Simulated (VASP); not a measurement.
Calculation: PBE GGA, VASP's PBE PAW potentials (set 64) (plane waves; VASP).

The input files of a VASP run:

**KPOINTS**
```
Automatic mesh
0
Gamma
14 14 14
0 0 0
```

### POSCAR
```
Ag
1.0
  0.0000000000   2.0313050000   2.0313050000
  2.0313050000   0.0000000000   2.0313050000
  2.0313050000   2.0313050000   0.0000000000
Ag
1
Cart
  0.0000000000   0.0000000000   0.0000000000
```

### INCAR
```
SYSTEM = Ag
PREC = Accurate; ENCUT = 300; LREAL = .FALSE.
LASPH = .TRUE.
EDIFF = 1E-6; NELM = 100; ALGO = Normal
LMAXMIX = 4
ISMEAR = 0; SIGMA = 0.272
GGA = PE
ISIF = 2
LWAVE = .FALSE.; LCHARG = .FALSE.
```

POTCAR, in this order: Ag (PBE.64 set). Program: vasp_std.

Output

OSZICAR:
```
       N       E                     dE             d eps       ncg     rms          rms(c)
DAV:   1     0.223335985349E+02    0.22334E+02   -0.42005E+03  2280   0.685E+02
DAV:   2    -0.280122131548E+01   -0.25135E+02   -0.23670E+02  1934   0.145E+02
DAV:   3    -0.296511980251E+01   -0.16390E+00   -0.16386E+00  2248   0.133E+01
DAV:   4    -0.296542845238E+01   -0.30865E-03   -0.30864E-03  2159   0.525E-01
DAV:   5    -0.296542994304E+01   -0.14907E-05   -0.14916E-05  2047   0.321E-02    0.548E+00
DAV:   6    -0.272239108718E+01    0.24304E+00   -0.11149E+00  1899   0.115E+01    0.357E+00
DAV:   7    -0.271277947699E+01    0.96116E-02   -0.11254E-02  2000   0.111E+00    0.197E+00
DAV:   8    -0.270949999646E+01    0.32795E-02   -0.56390E-04  1949   0.193E-01    0.738E-02
DAV:   9    -0.270950893273E+01   -0.89363E-05   -0.10489E-05  2147   0.331E-02    0.137E-02
DAV:  10    -0.270951432626E+01   -0.53935E-05   -0.28290E-06  2038   0.175E-02    0.522E-03
DAV:  11    -0.270951398977E+01    0.33649E-06   -0.13142E-07   972   0.402E-03
   1 F= -.27095140E+01 E0= -.27045043E+01  d E =-.100194E-01
```

File OUTCAR:
```
------------------------ aborting loop because EDIFF is reached ----------------------------------------
  FORCE on cell =-STRESS in cart. coord.  units (eV):
  Direction    XX          YY          ZZ          XY          YZ          ZX
  --------------------------------------------------------------------------------------
  Total        0.6840722      0.6840722      0.6840722      0.0000000      0.0000000     -0.0000000
  in kB       65.3818406     65.3818406     65.3818406      0.0000000      0.0000000     -0.0000000
  external PRESSURE =      65.3818406 kB  Pullay stress =       0.0000000 kB
  volume of cell :       16.76
      direct lattice vectors                 reciprocal lattice vectors
     0.000000000  2.031305000  2.031305000    -0.246147181  0.246147181  0.246147181
     2.031305000  0.000000000  2.031305000     0.246147181 -0.246147181  0.246147181
     2.031305000  2.031305000  0.000000000     0.246147181  0.246147181 -0.246147181
 POSITION                                       TOTAL-FORCE (eV/Angst)
 -----------------------------------------------------------------------------------
      0.00000      0.00000      0.00000        -0.000000      0.000000     -0.000000
 -----------------------------------------------------------------------------------
    total drift:                                0.000000      0.000000     -0.000000
  FREE ENERGIE OF THE ION-ELECTRON SYSTEM (eV)
  ---------------------------------------------------
  free  energy   TOTEN  =        -2.7095139898 eV

  energy  without entropy=       -2.6994945921  energy(sigma->0) =       -2.70450429
```
(Selected blocks of OUTCAR.)

At this cut-off the stress carries a Pulay error, which pulls relaxed volumes low.

The structure comes from a computed database's Ag entry; how it stands against other phases isn't given here. The cell was not relaxed at this level, and its volume differs by +4.6 % from the start's.
